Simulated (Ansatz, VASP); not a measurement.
# Cross-check of Be between VASP and Ansatz

Aim: how closely do two programs agree when they are given the same cell, functional and k mesh? The cell is taken from a series of runs on this material, whose earlier steps may have relaxed, scaled, displaced or heated it; both programs get it as it stands.

Main program and level: Ansatz 0.2.0; plane waves, with VASP 6.6.1 beside it; zone-centre phonons at PBEsol.

This is not the structure that Be takes at ambient pressure and room temperature (hexagonal, No. 194); it is a model or a phase of other conditions.

## 1. The starting structure

The structure is tetragonal, space group P4_2/mnm (No. 136). The conventional cell has a = 3.744 Å, b = 3.744 Å, c = 2.276 Å, α = 90.00°, β = 90.00°, γ = 90.00°. Be has 11 Be at 2.15 to 2.28 Å nearest.

As a file:

```cif
data_structure
_symmetry_space_group_name_H-M 'P4_2/mnm'
_symmetry_Int_Tables_number 136
_cell_length_a 3.7439
_cell_length_b 3.7439
_cell_length_c 2.2763
_cell_angle_alpha 90.000
_cell_angle_beta 90.000
_cell_angle_gamma 90.000
_cell_volume 31.91
loop_
_atom_site_label
_atom_site_type_symbol
_atom_site_symmetry_multiplicity
_atom_site_Wyckoff_symbol
_atom_site_fract_x
_atom_site_fract_y
_atom_site_fract_z
_atom_site_occupancy
Be1 Be 4 f 0.29723 0.29723 0.00000 1
```

## 2. Ansatz: zone-centre phonons, PBEsol

Ansatz runs on norm-conserving files, of PseudoDojo where its log says so.

Second derivatives magnify differences that forces hide, and they need a tight electronic threshold.

The input, input.yaml:

```yaml
crystal:
  lattice:
    - [3.74388236, 0.0, 0.0]
    - [0.0, 3.74388236, 0.0]
    - [0.0, 0.0, 2.2763089883]
  atoms:
    - { symbol: Be, position: [0.2972313811, 0.2972313811, 0.0] }
    - { symbol: Be, position: [0.7027686189, 0.7027686189, 0.0] }
    - { symbol: Be, position: [0.2027686189, 0.7972313811, 0.5] }
    - { symbol: Be, position: [0.7972313811, 0.2027686189, 0.5] }
kpoints:
  mp_grid: { grid: [12, 12, 20] }
hamiltonian:
  xc: pbesol
  pseudopotentials: { kind: nc }
scf:
  occupations: { method: methfessel_paxton, width: 0.2 }
output:
  eigenvalues: true
phonons:
  method: dfpt
  qmesh: [2, 2, 2]
  temperatures: { t_max: 1000, t_step: 50 }
  qpath:
    path:
      - [[0.0, 0.0, 0.0], [0.0, 0.5, 0.0], [0.5, 0.5, 0.0], [0.0, 0.0, 0.0], [0.0, 0.0, 0.5], [0.0, 0.5, 0.5], [0.5, 0.5, 0.5], [0.0, 0.0, 0.5]]
      - [[0.0, 0.5, 0.0], [0.0, 0.5, 0.5]]
      - [[0.5, 0.5, 0.0], [0.5, 0.5, 0.5]]
    npoints: 10
```

The run is started by

```sh
$ ansatz run input.yaml --threads 4 --pin off --max-ram 7168MiB --backend cpu --events-out ev --progress --plain --runs-dir out
```

Numbers of over 12 decimals in the logs are rounded to 6 here.

The log of the run:

```text
Warning: phonons: the dynamical matrix that this run interpolates holds no multipole term above the dipole-dipole one, and a site of this crystal is no centre of inversion, so its interpolated transverse optical and acoustic branches and sound speeds can stay off near Gamma, and the density of states and the thermodynamics with them. What a run solves at a wave vector of phonons.qpoints, Gamma apart, where the deck admits one, is free of this, and under fd what a larger phonons.supercell samples
Engine: ansatz 0.2.0, aarch64-unknown-linux-gnu
Pseudopotentials: kind: nc
Pseudopotential: Be, nc, valence charge 4, recommended cutoff 1197.300995 eV (normal), Be.nc.azcp (PseudoDojo's, or run here from an input of PseudoDojo's: the run reads no file of this project's for it)
Functional definition: PBEsol
  exchange = pbesol_x
  correlation = pbesol_c
Crystal: 4 atoms, lattice volume = 31.906 Å³
Basis set: ecut = 1197.300995 eV, 3025 PW (Γ), exchange–correlation on 96×96×60 points (8 copies of the dense FFT grid, shifted against one another)
Bands: 12, of which v1, the nominal top of the filled ones, is band 8 counted from 1 (7 counted from 0)
Symmetry: 16 space group operations
k-points: 308 of 2880
Non-local potential: Be, projectors of the file, l = 0: 2, l = 1: 2
Initial density: superposition of atomic densities (chi_scale 0.1, normalization cell)
Initial wavefunctions: pseudopotential atomic-orbital guess
Functional: x = pbesol(κ = 0.804, μ = 0.123457), c = pbesol(β = 0.046)
SCF iter   1: F=—  HF=-1510.915971 eV  |F-HF|=—  |Δ(HF+E_count)|=         —  Δρ=3.87e-2  dr2=1.08e-1  ethr=3.10e-3  ⟨swp⟩=4.8  Hψ=22597  notcnv=0
preconditioner: auto → none  [metal: Δε(μ)=0.033 eV  Ē_g=9.468 eV  σ=0.200 eV  W_gap=0.14  n_scr=8 (ndim 8)  ℏωp=18.6 eV  f_vac=0.000  D(μ)=0.36/eV (n_scr^D=0)  sad-step TF]
SCF iter   2: F=—  HF=-1510.896339 eV  |F-HF|=—  |Δ(HF+E_count)|=   1.96e-2  S|Δr|=    0.00e0  Δρ=2.03e-2  dr2=3.94e-2  ethr=6.72e-4  ⟨swp⟩=1.0  Hψ=6160  notcnv=0
SCF iter   3: F=—  HF=-1510.884001 eV  |F-HF|=—  |Δ(HF+E_count)|=   1.23e-2  S|Δr|=    0.00e0  Δρ=1.63e-3  dr2=7.76e-5  ethr=2.46e-4  ⟨swp⟩=2.1  Hψ=4852  notcnv=0
SCF iter   4: F=—  HF=-1510.884007 eV  |F-HF|=—  |Δ(HF+E_count)|=   6.88e-6  S|Δr|=    0.00e0  Δρ=1.12e-4  dr2=7.12e-7  ethr=4.85e-7  ⟨swp⟩=1.2  Hψ=3894  notcnv=0
SCF iter   5: F=—  HF=-1510.884005 eV  |F-HF|=—  |Δ(HF+E_count)|=   2.40e-6  S|Δr|=    0.00e0  Δρ=4.00e-6  dr2=1.23e-9  ethr=4.45e-9  ⟨swp⟩=1.9  Hψ=4428  notcnv=0
SCF iter   6: F=—  HF=-1510.884005 eV  |F-HF|=—  |Δ(HF+E_count)|=   1.11e-9  S|Δr|=    0.00e0  Δρ=3.20e-7  dr2=2.07e-11  ethr=7.68e-12  ⟨swp⟩=2.6  Hψ=5950  notcnv=0
SCF iter   7: F=-1510.884005 eV  HF=-1510.884005 eV  |F-HF|=4.55e-13  |Δ(HF+E_count)|=  6.82e-12  S|Δr|=    0.00e0  Δρ=4.04e-8  dr2=4.86e-13  ethr=1.00e-12  ⟨swp⟩=5.1  Hψ=13924  notcnv=0
SCF 1 converged in 7 iterations: F = -1510.884005 eV  dr2 = 4.86e-13
Initial density: read from a saved state, or passed on in memory by an earlier SCF of this step, an earlier step, the calling program or the single point that the run made first
iter 1 solved again at ethr=4.39e-10 eV; its pass at ethr=3.10e-3 eV (dr2=7.03e-8 eV) is discarded
SCF iter   1: F=—  HF=-1510.884005 eV  |F-HF|=—  |Δ(HF+E_count)|=         —  Δρ=4.25e-8  dr2=5.00e-13  ethr=4.39e-10  ⟨swp⟩=3.7  Hψ=35788  notcnv=0
preconditioner: auto → none  [metal: Δε(μ)=0.041 eV  Ē_g=9.462 eV  σ=0.200 eV  W_gap=0.17  n_scr=8 (ndim 8)  ℏωp=18.6 eV  f_vac=0.000  D(μ)=0.37/eV (n_scr^D=0)]
SCF iter   2: F=-1510.884005 eV  HF=-1510.884005 eV  |F-HF|=4.55e-13  |Δ(HF+E_count)|=   8.25e-8  S|Δr|=    0.00e0  Δρ=2.18e-8  dr2=9.75e-14  ethr=1.00e-12  ⟨swp⟩=4.1  Hψ=12482  notcnv=0
SCF 2 converged in 2 iterations: F = -1510.884005 eV  dr2 = 9.75e-14
phonons: the bands overlap, so this run is a metal and interpolates without the dipole-dipole term. If the crystal is really an insulator or semiconductor, its LO-TO splitting is missing
NSCF: frozen V_eff on 308 k-points
WARN: eigensolver did not converge in 2 slots of this pass, the one above among them; of largest residual over every band (k=280): 1 band(s) unlocked (lowest unlocked band 11, counted from 0; max residual 9.64e-6 eV among the unlocked bands, 9.64e-6 eV over every band); of lowest unlocked band (k=53): band 11
NSCF: frozen V_eff on 814 k-points
DFPT response loops at q = (0, 0, 0) (fractional): preconditioner auto → Kerker (q_TF=auto, 2.432 Å⁻¹) (partly filled bands, converged f_vac=0.000); β = 1.00, the filter's whole step (`scf.mixing.beta` (0.50) is not read by the response loops under this deck's `scf.mixing.preconditioner`; to damp them name `kerker` or `kerker_dos`, under which they read `scf.mixing.beta`, and type it under 1.00, their step now; both keys bind the ground state too); Broyden in place of MSR1
NSCF: frozen V_eff on 1628 k-points
DFPT response loops at q = (0, 0, -0.5) (fractional): mixed as the last ones told, above
NSCF: frozen V_eff on 1628 k-points
DFPT response loops at q = (0, -0.5, 0) (fractional): mixed as the last ones told, above
NSCF: frozen V_eff on 1628 k-points
DFPT response loops at q = (0, -0.5, -0.5) (fractional): mixed as the last ones told, above
NSCF: frozen V_eff on 1628 k-points
DFPT response loops at q = (-0.5, -0.5, 0) (fractional): mixed as the last ones told, above
NSCF: frozen V_eff on 1628 k-points
DFPT response loops at q = (-0.5, -0.5, -0.5) (fractional): mixed as the last ones told, above
SCF converged after 7 iterations
Stability not checked: this state was not tested for a lower state beside it, because cold or Methfessel-Paxton smearing, or corrected tetrahedra, fill the levels in a way that the test cannot read (fill_not_monotonic; see scf.lower_state_search)
Free energy (F): -1510.884005 eV
Harris-Foulkes:  -1510.884005 eV  (|F-HF|=4.55e-13)
Internal energy: -1510.884056 eV  (E = F + TS)
E sigma→0 (E₀):  -1510.884018 eV
Entropy (-TS):   0.000050 eV (0.013 meV/atom)
Fermi energy:    8.496730 eV
--- Per-component energies (eV) ---
  E_band       = -694.132551
  E_kinetic    = 946.672363
  E_local      = -653.501801  (includes V_loc(G=0)·N_el)
  E_nonlocal   = -1107.706882
  E_hartree    = 229.306748
  E_xc         = -260.437240
  E_vxc        = -338.209729  (∫ρ·V_xc dr)
  E_ewald      = -665.217244
  E_smearing   = 0.000050  (= −TS)
  E_closure    = -0.000000  (closes the sum)
  Σ components = -1510.884005   (vs F -1510.884005, Δ=0.00e0)
--- Band table (eV; the first three rows and the last of 308) ---
  k-point 0: bands = [... 4 lower, -2.6097, 3.5573, 4.1192, 7.5477, 7.5477, 13.3870, 13.3870, 15.9604]
  k-point 1: bands = [... 4 lower, -2.5567, 3.6256, 4.1902, 7.5878, 7.5878, 13.4236, 13.4236, 16.0153]
  k-point 2: bands = [... 4 lower, -2.3976, 3.8304, 4.4031, 7.7063, 7.7063, 13.5334, 13.5334, 14.8546]
  k-point 307: bands = [... 4 lower, 4.7721, 4.7721, 5.1153, 5.1153, 10.3684, 10.3684, 10.3899, 10.3899]
--- Phonons (Γ-DFPT): 2 representative perturbations + reference (Σ response iterations 6) ---
  ASR residual: 7.688e-6 → 0.000e0 eV/Å²; symmetrization residual: 3.074e-8 eV/Å²
  ASR residual per site (eV/Å²): 7.69e-6 7.69e-6 7.69e-6 7.69e-6
  Γ frequencies (cm⁻¹): -184.15 0.00 0.00 0.00 477.15 481.62 481.62 596.47 602.45 602.45 615.06 696.88
--- Phonons (arbitrary-q DFPT): 6 irreducible q on the 2×2×2 mesh ---
  q = [0.0000, 0.0000, 0.0000] (star 1, of the zone-centre solve; hermiticity 8.43e-9, symmetrization 7.55e-15): -184.15 -0.00 -0.00 0.00 477.15 481.62 481.62 596.47 602.45 602.45 615.06 696.88
  q = [0.0000, 0.0000, -0.5000] (star 1, 2 solved perturbations in 1287 linear systems a pass and spin channel, the states on 814 of 2880 k-point pairs; hermiticity 2.01e-8, symmetrization 4.43e-14, the responses' own estimated error 5.6e-5 eV/Å²): 338.02 338.02 438.74 438.74 449.83 449.83 466.74 466.74 593.07 593.07 665.31 665.31
  q = [0.0000, -0.5000, 0.0000] (star 2, 3 solved perturbations on 814 of 2880 k-point pairs; hermiticity 3.88e-8, symmetrization 5.84e-14, the responses' own estimated error 3.3e-5 eV/Å²): 223.69 223.69 357.72 357.72 450.77 450.77 527.36 527.36 547.93 547.93 657.85 657.85
  q = [0.0000, -0.5000, -0.5000] (star 2, 3 solved perturbations on 814 of 2880 k-point pairs; hermiticity 2.40e-8, symmetrization 1.57e-14, the responses' own estimated error 3.1e-5 eV/Å²): 401.13 401.13 414.48 414.48 430.99 430.99 595.88 595.88 639.72 639.72 660.82 660.82
  q = [-0.5000, -0.5000, 0.0000] (star 1, 2 solved perturbations in 1287 linear systems a pass and spin channel, the states on 814 of 2880 k-point pairs; hermiticity 1.43e-8, symmetrization 5.74e-14, the responses' own estimated error 3.3e-5 eV/Å²): 366.47 366.47 424.33 424.33 451.67 451.67 458.77 458.77 518.40 518.40 647.58 647.58
  q = [-0.5000, -0.5000, -0.5000] (star 1, 2 solved perturbations in 1287 linear systems a pass and spin channel, the states on 814 of 2880 k-point pairs; hermiticity 2.00e-8, symmetrization 4.29e-14, the responses' own estimated error 3.3e-5 eV/Å²): 363.54 363.54 490.94 490.94 523.18 523.18 549.83 549.83 642.80 642.80 704.43 704.43
  sum rule: each row above includes the acoustic sum rule's correction from the zone centre's row sums; it moved no ω² by more than (0.66 cm⁻¹)²
  mesh force constants: q→R imaginary residual 5.13e-18; ASR residual 7.688e-6 → 0.000e0 eV/Å²; symmetrization residual 8.882e-15 eV/Å²
  interpolated dispersion: 93 rows × 12 modes
  density of states and harmonic sums: on the 18×18×28 q-mesh, interpolated from the force constants of a 2×2×2 supercell (no non-analytic term)
  largest difference from the sums on the solved wave vectors: F 5.78e-2 eV, S 9.47e-5 and C_V 3.70e-5 eV/K
  zero-point energy: 0.362816 eV/cell   skipped modes (ω ≤ 0): 75, of them read as no rigid motion or as one in doubt: 72 (7.088e-2 modes/cell left out, lowest -184.15 cm⁻¹)   left out of the sums: 5.93e-3 of the cell's modes: C_V's classical limit lies that fraction below 3 k_B per atom; for a crystal, a wire or a layer, F and S can be off by more, and a phonons.interpolated_qmesh denser along its periods is the remedy for the sampling
```

(Part 1 of 2 ends here.)

[Lines on the potential files, build, host, timing and source positions are cut from VASP's logs without a mark.]

[Logs are printed without paths, hosts, clocks, repeated set-up lines and the standing remarks that a program may print on its own settings, such as how far it seeks lower states.]

[Hosts, paths, dates, database ids (printed as entryN), source tags and the programs' standing remarks are cut or masked in the printed files.]
